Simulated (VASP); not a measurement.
Here is the system:

```xyz
3
Lattice="-1.6117 1.6117 3.9318 1.6117 -1.6117 3.9318 1.6117 1.6117 -3.9318" Properties=species:S:1:pos:R:3 pbc="T T T"
Si     0.0000     0.0000     5.2318
Si     0.0000     0.0000     2.6319
W      0.0000     0.0000     0.0000
```

The numbers are results of rev-vdW-DF2, VASP's PBE PAW potentials (set 64) (plane waves; VASP 6.6.1), not measurements. Settings: 520 eV cut-off, Gaussian smearing of 0.050 eV, potentials Si W_sv.

Problem. Give the energies of bands 6 to 14 at the high-symmetry points, in eV from the Fermi level.

Solution. 
```csv
band,Γ,X,P,N,M,S,R
6,-6.75,-6.88,-6.63,-9.79,-10.92,-9.27,-8.03
7,-3.75,-5.89,-6.47,-5.67,-3.74,-7.67,-5.79
8,-3.25,-5.50,-6.47,-4.78,-2.52,-2.99,-5.06
9,-2.80,-4.95,-3.00,-2.75,-0.83,-2.66,-4.06
10,-2.80,-3.20,-2.37,-2.71,-0.83,-2.44,-3.06
11,0.61,-1.70,-2.37,-0.41,-0.50,-0.30,-2.26
12,2.68,2.75,0.03,2.65,-0.50,1.81,1.93
13,3.07,2.91,2.91,2.78,0.78,2.55,2.13
14,3.07,3.07,3.56,3.92,4.43,3.54,2.98
```

It has no gap at this level: it comes out as a metal or semimetal.

The compound is WSi2 in the MoSi2 type structure. It was relaxed first.
